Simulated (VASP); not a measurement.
BaHfO3 (cubic perovskite): computed properties

These are r2SCAN meta-GGA, VASP's PBE PAW potentials (set 64) (plane waves; VASP) values and carry that method's errors.

| Property | Value |
|---|---|
| space group | Pm-3m (221) |
| cell | a = 4.1710 Å, b = 4.1710 Å, c = 4.1710 Å, α = 90.00°, β = 90.00°, γ = 90.00° |
| volume per atom | 14.51 Å^3/atom |
| band gap (over mesh and band path) | 4.12 eV |
| smallest direct gap (over mesh and band path) | 4.36 eV |
| band-edge character without spin-orbit coupling | indirect, R to Γ |
| band gap with spin-orbit coupling | 4.00 eV |
| density | 8.33 g/cm³ |
| mean ε∞ (independent particles) | 4.29 |

```cif
data_BaHfO3
_chemical_formula_sum 'Ba1 Hf1 O3'
_space_group_name_H-M_alt 'Pm-3m'
_space_group_IT_number 221
_space_group_name_Hall '-P 4 2 3'
_cell_length_a 4.17101
_cell_length_b 4.17101
_cell_length_c 4.17101
_cell_angle_alpha 90.000
_cell_angle_beta 90.000
_cell_angle_gamma 90.000
loop_
_atom_site_label
_atom_site_type_symbol
_atom_site_symmetry_multiplicity
_atom_site_Wyckoff_symbol
_atom_site_fract_x
_atom_site_fract_y
_atom_site_fract_z
_atom_site_occupancy
Ba1 Ba 1 a 0.00000 0.00000 0.00000 1
Hf1 Hf 1 b 0.50000 0.50000 0.50000 1
O1 O 3 c 0.00000 0.50000 0.50000 1
```

Measured: a 4.171 Å (computed value off by +0.0 %), as given by Zhao et al., (2008), arXiv:0809.3506. The calculation is for a static lattice, while the measured a holds thermal and zero-point effects, which are part of the difference. Unless said otherwise, spin-orbit coupling is left out, though it shifts the bands of the heavy elements here.

The compound is BaHfO3 in the cubic perovskite structure. It was relaxed first. Symmetry was kept, so distortions that lower it aren't found.
